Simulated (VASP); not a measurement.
Method: PBE GGA, VASP's PBE PAW potentials (set 64) (plane waves; VASP).

VASP ran on this input.

### INCAR
```
! general
SYSTEM  = CeO2
PREC    = Accurate
ENCUT   = 530   ! plane-wave cut-off (eV)
LREAL   = .False.   ! projection in real space or not
LASPH   = .True.   ! aspherical one-centre terms

! electronic loop
EDIFF   = 1E-6
NELM    = 100
ALGO    = Normal
LMAXMIX = 6

! smearing
ISMEAR  = 0   ! Gaussian
SIGMA   = 0.05   ! width (eV)

! functional
GGA     = PE

! ions
IBRION  = 2
NSW     = 60   ! most ionic steps
ISIF    = 3   ! ions, shape and volume
EDIFFG  = -0.02   ! ionic stop

! output
LWAVE   = .False.
LCHARG  = .False.
```

KPOINTS:
```
Automatic mesh
0
Gamma
6 6 6
0 0 0
```

**POSCAR**
```
CeO2
1.0
  0.0000000000   2.7302003955   2.7302003955
  2.7302003955   0.0000000000   2.7302003955
  2.7302003955   2.7302003955   0.0000000000
Ce O
1 2
Cart
  0.0000000000   0.0000000000   0.0000000000
  1.3651001977   1.3651001977   1.3651001977
  4.0953005933   4.0953005933   4.0953005933
```

POTCAR, in this order: Ce O (PBE.64 set). Program: vasp_std.

The resulting files:

OSZICAR:
```
       N       E                     dE             d eps       ncg     rms          rms(c)
DAV:   1     0.224187994033E+03    0.22419E+03   -0.11808E+04   520   0.200E+03
DAV:   2     0.119139406373E+02   -0.21227E+03   -0.20528E+03   776   0.311E+02
DAV:   3    -0.299274691705E+02   -0.41841E+02   -0.35797E+02   656   0.144E+02
DAV:   4    -0.317370546489E+02   -0.18096E+01   -0.18095E+01   792   0.338E+01
DAV:   5    -0.318316135634E+02   -0.94559E-01   -0.94555E-01   816   0.695E+00    0.292E+01
DAV:   6    -0.299186208636E+02    0.19130E+01   -0.97899E+01   768   0.593E+01    0.290E+01
DAV:   7    -0.284083873387E+02    0.15102E+01   -0.20521E+02   776   0.132E+02    0.207E+01
DAV:   8    -0.277406618394E+02    0.66773E+00   -0.39204E+00   632   0.213E+01    0.141E+01
DAV:   9    -0.263356350133E+02    0.14050E+01   -0.65546E+00   760   0.213E+01    0.209E+00
DAV:  10    -0.262902570998E+02    0.45378E-01   -0.25688E-01   920   0.447E+00    0.144E+00
DAV:  11    -0.262622954075E+02    0.27962E-01   -0.47239E-02   712   0.212E+00    0.122E+00
DAV:  12    -0.262324457430E+02    0.29850E-01   -0.10832E-01   712   0.300E+00    0.646E-01
DAV:  13    -0.262346444206E+02   -0.21987E-02   -0.13269E-01   776   0.339E+00    0.861E-01
DAV:  14    -0.262302114926E+02    0.44329E-02   -0.63664E-02   792   0.235E+00    0.168E-01
DAV:  15    -0.262301224215E+02    0.89071E-04   -0.25391E-03   752   0.489E-01    0.472E-02
DAV:  16    -0.262301096258E+02    0.12796E-04   -0.51483E-04   648   0.203E-01    0.309E-02
DAV:  17    -0.262301134448E+02   -0.38190E-05   -0.26345E-04   848   0.156E-01    0.237E-02
DAV:  18    -0.262301118354E+02    0.16094E-05   -0.89640E-06   736   0.218E-02    0.182E-02
DAV:  19    -0.262301050938E+02    0.67416E-05   -0.42951E-05   720   0.620E-02    0.318E-03
DAV:  20    -0.262301049637E+02    0.13007E-06   -0.77650E-07   392   0.930E-03
   1 F= -.26230105E+02 E0= -.26230105E+02  d E =-.262301E+02
       N       E                     dE             d eps       ncg     rms          rms(c)
DAV:   1    -0.262334558519E+02   -0.33508E-02   -0.87014E-02   536   0.308E+00    0.898E-01
DAV:   2    -0.262318801906E+02    0.15757E-02   -0.42766E-02   768   0.210E+00    0.412E-01
DAV:   3    -0.262307732458E+02    0.11069E-02   -0.34396E-02   752   0.151E+00    0.333E-01
DAV:   4    -0.262300894928E+02    0.68375E-03   -0.58838E-03   760   0.703E-01    0.228E-02
DAV:   5    -0.262300796244E+02    0.98685E-05   -0.14432E-04   880   0.863E-02    0.269E-02
DAV:   6    -0.262300808583E+02   -0.12339E-05   -0.90542E-06   728   0.238E-02    0.131E-02
DAV:   7    -0.262300811614E+02   -0.30308E-06   -0.23915E-05   888   0.254E-02    0.466E-03
DAV:   8    -0.262300816963E+02   -0.53487E-06   -0.42547E-07   320   0.528E-03
   2 F= -.26230082E+02 E0= -.26230082E+02  d E =0.232674E-04
       N       E                     dE             d eps       ncg     rms          rms(c)
DAV:   1    -0.262311294610E+02   -0.10483E-02   -0.24465E-02   536   0.164E+00    0.477E-01
DAV:   2    -0.262306520880E+02    0.47737E-03   -0.11246E-02   768   0.107E+00    0.212E-01
DAV:   3    -0.262303917295E+02    0.26036E-03   -0.95931E-03   752   0.802E-01    0.180E-01
DAV:   4    -0.262301875568E+02    0.20417E-03   -0.16503E-03   760   0.373E-01    0.122E-02
DAV:   5    -0.262301860919E+02    0.14649E-05   -0.45393E-05   880   0.422E-02    0.111E-02
DAV:   6    -0.262301869925E+02   -0.90060E-06   -0.15770E-06   384   0.940E-03
   3 F= -.26230187E+02 E0= -.26230187E+02  d E =-.820287E-04
```

### OUTCAR
```
------------------------ aborting loop because EDIFF is reached ----------------------------------------
  FORCE on cell =-STRESS in cart. coord.  units (eV):
  Direction    XX          YY          ZZ          XY          YZ          ZX
  --------------------------------------------------------------------------------------
  Total       -0.0040597     -0.0040597     -0.0040597      0.0000000      0.0000000      0.0000000
  in kB       -0.1594916     -0.1594916     -0.1594916      0.0000000      0.0000000      0.0000000
  external PRESSURE =      -0.1594916 kB  Pullay stress =       0.0000000 kB
  volume of cell :       40.78
      direct lattice vectors                 reciprocal lattice vectors
     0.000000000  2.731977687  2.731977687    -0.183017600  0.183017600  0.183017600
     2.731977687 -0.000000000  2.731977687     0.183017600 -0.183017600  0.183017600
     2.731977687  2.731977687  0.000000000     0.183017600  0.183017600 -0.183017600
 POSITION                                       TOTAL-FORCE (eV/Angst)
 -----------------------------------------------------------------------------------
      0.00000     -0.00000      0.00000        -0.000000      0.000000     -0.000000
      1.36599      1.36599      1.36599         0.000000     -0.000000      0.000000
      4.09797      4.09797      4.09797        -0.000000     -0.000000     -0.000000
 -----------------------------------------------------------------------------------
    total drift:                                0.000000     -0.000000      0.000000
  FREE ENERGIE OF THE ION-ELECTRON SYSTEM (eV)
  ---------------------------------------------------
  free  energy   TOTEN  =       -26.2301869925 eV

  energy  without entropy=      -26.2301869925  energy(sigma->0) =      -26.23018699

 reached required accuracy - stopping structural energy minimisation
```
(Selected blocks of OUTCAR.)

### CONTCAR
```
CeO2
   1.00000000000000
     0.0000000000000000    2.7319776865471996    2.7319776865471996
     2.7319776865471996   -0.0000000000000000    2.7319776865471996
     2.7319776865471996    2.7319776865471996    0.0000000000000000
  Ce              O
     1     2
Direct
     0.0000000000000000    0.0000000000000000    0.0000000000000000
     0.2500000000000000    0.2500000000000000    0.2500000000000000
     0.7500000000000000    0.7500000000000000    0.7500000000000000
```

**OUTCAR**
```
 val. band max:        4.9337648647   @ k =   0.5000   0.3333   0.1667

 cond. band min:       6.9081645574   @ k =   0.5000   0.0000   0.0000


 Fermi energy:         5.1644016612

 k-point     1 :       0.0000    0.0000    0.0000
  band No.  band energies     occupation
      1     -27.4299      2.00000
      2     -11.2237      2.00000
      3     -10.2754      2.00000
      4      -9.6075      2.00000
      5      -9.6075      2.00000
      6      -9.6075      2.00000
      7       1.3359      2.00000
      8       1.3360      2.00000
      9       1.3360      2.00000
     10       4.4699      2.00000
     11       4.4699      2.00000
     12       4.4699      2.00000
     13       7.2124      0.00000
     14       7.2124      0.00000
     15       7.2124      0.00000
     16       7.4407      0.00000

 k-point     2 :       0.1667    0.0000    0.0000
  band No.  band energies     occupation
      1     -27.3850      2.00000
      2     -11.9899      2.00000
      3     -10.4821      2.00000
      4      -9.6643      2.00000
      5      -9.6643      2.00000
      6      -8.7797      2.00000
      7       1.5709      2.00000
      8       1.5709      2.00000
      9       1.9690      2.00000
     10       4.2460      2.00000
     11       4.3791      2.00000
     12       4.3791      2.00000
     13       7.1872      0.00000
     14       7.1872      0.00000
     15       7.2146      0.00000
     16       7.4733      0.00000

 k-point     3 :       0.3333    0.0000    0.0000
  band No.  band energies     occupation
      1     -27.2928      2.00000
      2     -12.8909      2.00000
      3     -10.8757      2.00000
      4      -9.7737      2.00000
      5      -9.7737      2.00000
      6      -7.7009      2.00000
      7       2.0084      2.00000
      8       2.0084      2.00000
      9       3.1823      2.00000
     10       3.9715      2.00000
     11       4.2660      2.00000
     12       4.2660      2.00000
     13       7.1135      0.00000
...
```

The compound is CeO2 in the fluorite structure. This run relaxes it. Symmetry was kept, so distortions that lower it aren't found. The start is the result of an earlier pass. The run is not spin-polarised, so no magnetic state was tried.
